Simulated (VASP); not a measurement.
Here is the system:

```
CELL_PARAMETERS angstrom
      1.66030    -5.12903     0.00000
      1.66030     5.12903     0.00000
      0.00000     0.00000     4.18615
ATOMIC_POSITIONS crystal
  P  0.10557 0.89443 0.92738
  P  0.39443 0.60557 0.42140
  P  0.60557 0.39443 0.57262
  P  0.89443 0.10557 0.07262
```

These are PBEsol GGA, VASP's PBE PAW potentials (set 64) (plane waves; VASP) values and carry that method's errors. Settings: 480 eV cut-off, 10×10×8 Γ-centred mesh, first-order Methfessel-Paxton smearing of 0.10 eV, potentials P.

Without a dispersion term in the relaxation, distances and binding between the weakly bound layers, chains or molecules are unreliable, and so is what depends on them.

Which forces act on the atoms, in eV/Å?

```tsv
atom	Fx	Fy	Fz
P1	0.000	0.032	-0.063
P2	0.000	-0.022	0.306
P3	0.000	0.023	-0.003
P4	0.000	-0.032	-0.240
```

Give the stress tensor in GPa (positive for a compressed cell).

```
0.22  0.00  0.00
0.00  0.09  0.30
0.00  0.30  0.82
```
The pressure is its mean diagonal, 0.38 GPa.

The compound is P in the black structure. This cell was strained or had an atom moved on purpose.
